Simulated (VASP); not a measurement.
Input:

```cif
data_Ag4Cl4
_chemical_formula_sum 'Ag4 Cl4'
_space_group_name_H-M_alt 'Fm-3m'
_space_group_IT_number 225
_space_group_name_Hall '-F 4 2 3'
_cell_length_a 5.35671
_cell_length_b 5.35671
_cell_length_c 5.35671
_cell_angle_alpha 90.000
_cell_angle_beta 90.000
_cell_angle_gamma 90.000
loop_
_atom_site_label
_atom_site_type_symbol
_atom_site_symmetry_multiplicity
_atom_site_Wyckoff_symbol
_atom_site_fract_x
_atom_site_fract_y
_atom_site_fract_z
_atom_site_occupancy
Ag1 Ag 4 a 0.00000 0.00000 0.00000 1
Cl1 Cl 4 b 0.50000 0.50000 0.50000 1
```
(The calculation used a cell of 2 atoms; values per cell refer to that cell.)

The numbers are results of LDA (Ceperley-Alder, Perdew-Zunger), VASP's LDA PAW potentials (set 64) (plane waves; VASP), not measurements. Run with 520 eV cut-off, 9×9×9 Γ-centred mesh, Gaussian smearing of 0.050 eV, potentials Ag Cl.

**Question.** Give the energy at these volumes per atom, relative to the lowest: 18.04, 18.62, 19.19, 19.77, 20.34 Å³.

**Answer.** 17.6, 4.3, 0.0, 3.3, 12.8 meV/atom. A third-order Birch-Murnaghan fit gives B0 = 69.3 GPa and B0′ = 5.2.

The compound is AgCl in the rock salt structure. It was relaxed first, which changed the volume by -10 %.
